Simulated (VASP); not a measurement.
Here is the system:

```xyz
3
Lattice="0.0000 2.3000 2.3000 2.3000 0.0000 2.3000 2.3000 2.3000 0.0000" Properties=species:S:1:pos:R:3 pbc="T T T"
Li     1.1500     1.1500     1.1500
Li     3.4500     3.4500     3.4500
O      0.0000     0.0000     0.0000
```

The numbers are results of rev-vdW-DF2, VASP's PBE PAW potentials (set 64) (plane waves; VASP), not measurements. Settings: 520 eV cut-off, Gaussian smearing of 0.050 eV, potentials Li_sv O.

Question: What does the run give for the band gap (along the path) with the smallest direct gap where there is one?

Answer: 
```
Item                                    Value
------------------------------------  -------
band gap (along the path)             5.04 eV
smallest direct gap (along the path)  5.46 eV
```

The absolute energy has meaning only against runs of the same code, potentials and settings.

The compound is Li2O in the antifluorite structure. It was relaxed first.
